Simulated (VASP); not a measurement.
A cell of Ta (bcc) near equilibrium:

```xyz
1
Lattice="-1.6419 1.6419 1.6419 1.6419 -1.6419 1.6419 1.6419 1.6419 -1.6419" Properties=species:S:1:pos:R:3 pbc="T T T"
Ta     0.0000     0.0000     0.0000
```

Calculation: PBEsol GGA, VASP's PBE PAW potentials (set 64) (plane waves; VASP).

| run | ΔE (meV/atom) | σxx | σyy | σzz | largest shear component, with its sign (GPa) | largest force (eV/Å) |
|---|---|---|---|---|---|---|
| as it is | 0.0 | -0.01 | -0.01 | -0.01 | 0.00 | 0.000 |
| after one change | 10.4 | -6.15 | -6.15 | -6.15 | 0.00 | 0.000 |
Stress is in GPa, positive when the cell is compressed.

What was changed between the two runs?
(A) uniaxial strain of -2.0 % along z
(B) biaxial strain of -1.0 % in the xy plane
(C) isotropic strain of +1.0 %
(D) uniaxial strain of -1.5 % along y

C, isotropic strain of +1.0 %

The compound is Ta in the bcc structure.
